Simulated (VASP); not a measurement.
Given:

```
CELL_PARAMETERS angstrom
      0.00000     1.79426     1.79426
      1.79426     0.00000     1.79426
      1.79426     1.79426     0.00000
ATOMIC_POSITIONS crystal
  C  0.50000 0.50000 0.50000
  C  0.75000 0.75000 0.75000
```

Level of theory: PBE GGA, VASP's PBE PAW potentials (set 64) (plane waves; VASP). Numerical set-up: 400 eV cut-off, 13×13×13 Γ-centred mesh, Gaussian smearing of 0.010 eV, potentials C.

Task: Give the energies of bands 2 to 7 at the high-symmetry points, in eV from the valence-band maximum.

Result: 
| band | Γ | X | U | L | W |
|---|---|---|---|---|---|
| 2 | 0.00 | -12.67 | -11.64 | -13.20 | -11.90 |
| 3 | 0.00 | -6.22 | -9.17 | -2.77 | -8.19 |
| 4 | 0.00 | -6.22 | -5.30 | -2.77 | -8.19 |
| 5 | 5.54 | 4.69 | 5.60 | 8.37 | 10.54 |
| 6 | 5.54 | 4.69 | 10.59 | 8.37 | 10.54 |
| 7 | 5.54 | 16.53 | 14.15 | 8.57 | 12.08 |

The gap is indirect, 4.08 eV, from the valence maximum at Γ to the conduction minimum at (0.38, 0.38, 0.00).

The structure comes from a computed database's C entry; how it stands against other phases isn't given here. The cell was not relaxed at this level.
